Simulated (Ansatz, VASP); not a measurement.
# ScC8 in VASP and in Ansatz

The input INCAR:

```
PREC = Accurate
ENCUT = 600
EDIFF = 1E-7
ISMEAR = 0
SIGMA = 0.1
LREAL = False
LASPH = True
NELM = 100
ALGO = Normal
ISIF = 3
LWAVE = False
LCHARG = False
GGA = PE
IBRION = 2
NSW = 100
EDIFFG = -0.01
```

KPOINTS

```
Automatic mesh
0
Gamma
  8 8 8
```

File POSCAR:

```
ScC8
1.0
   -3.3061874357      3.3061874357      3.3061874357
    3.3061874357     -3.3061874357      3.3061874357
    3.3061874357      3.3061874357     -3.3061874357
Sc C
1 8
Direct
    0.0000000000      0.0000000000      0.0000000000
    0.6124064325      0.6124064325      0.6124064325
    0.0000000000      0.0000000000      0.3875935675
    0.0000000000      0.3875935675      0.0000000000
    0.3875935675      0.0000000000      0.0000000000
    0.0000000000      0.0000000000      0.6124064325
    0.3875935675      0.3875935675      0.3875935675
    0.0000000000      0.6124064325      0.0000000000
    0.6124064325      0.0000000000      0.0000000000
```

Input for Ansatz:

```yaml
crystal:
  lattice:
    - [-3.3061874357, 3.3061874357, 3.3061874357]
    - [3.3061874357, -3.3061874357, 3.3061874357]
    - [3.3061874357, 3.3061874357, -3.3061874357]
  atoms:
    - { symbol: Sc, position: [0.0, 0.0, 0.0] }
    - { symbol: C, position: [0.6124064325, 0.6124064325, 0.6124064325] }
    - { symbol: C, position: [0.0, 0.0, 0.3875935675] }
    - { symbol: C, position: [0.0, 0.3875935675, 0.0] }
    - { symbol: C, position: [0.3875935675, 0.0, 0.0] }
    - { symbol: C, position: [0.0, 0.0, 0.6124064325] }
    - { symbol: C, position: [0.3875935675, 0.3875935675, 0.3875935675] }
    - { symbol: C, position: [0.0, 0.6124064325, 0.0] }
    - { symbol: C, position: [0.6124064325, 0.0, 0.0] }
basis:
  ecutwfc: 420
kpoints:
  mp_grid: { grid: [8, 8, 8] }
hamiltonian:
  xc: pbe
scf:
  occupations: { method: gaussian, width: 0.1 }
output:
  forces: true
  stress: true
  eigenvalues: true
  write_density: true
  write_potential: true
  elf: true
  volumetric_format: npy
relax:
  adjacent_minimum: "off"
  f_tol: 0.01
  max_steps: 80
  cell: { stress_tol: 0.05 }
```

Alike in both runs: task relaxation of cell and atoms; functional PBE; k mesh 8 × 8 × 8; occupations gaussian, width 0.1 eV; no spin polarisation.

|  | VASP | Ansatz |
| --- | --- | --- |
| version | VASP 6.6.1 | Ansatz 0.2.0 |
| potentials or method | VASP PAW PBE potentials, release 64 (Sc_sv, C) | scalar-relativistic, plane waves, PAW |
| plane-wave cutoff (eV) | 600 | 420 |
| valence electrons in the cell | 43 | 43 |

VASP gave:

| Property | Result |
| --- | --- |
| gap on the k mesh at the Fermi level, each at its own relaxed structure (eV) | none |
| relaxed volume (Å³/atom) | 16.07 |
| relaxed cell length with the largest relative difference (Å) | 5.727 |

**Question.** What did Ansatz give for the same quantities?

**Answer.** gap on the k mesh at the Fermi level, each at its own relaxed structure (eV): none; relaxed volume (Å³/atom): 16.06; relaxed cell length with the largest relative difference (Å): 5.726.

A gap of «none» marks a metal or a gap that the smearing closes.
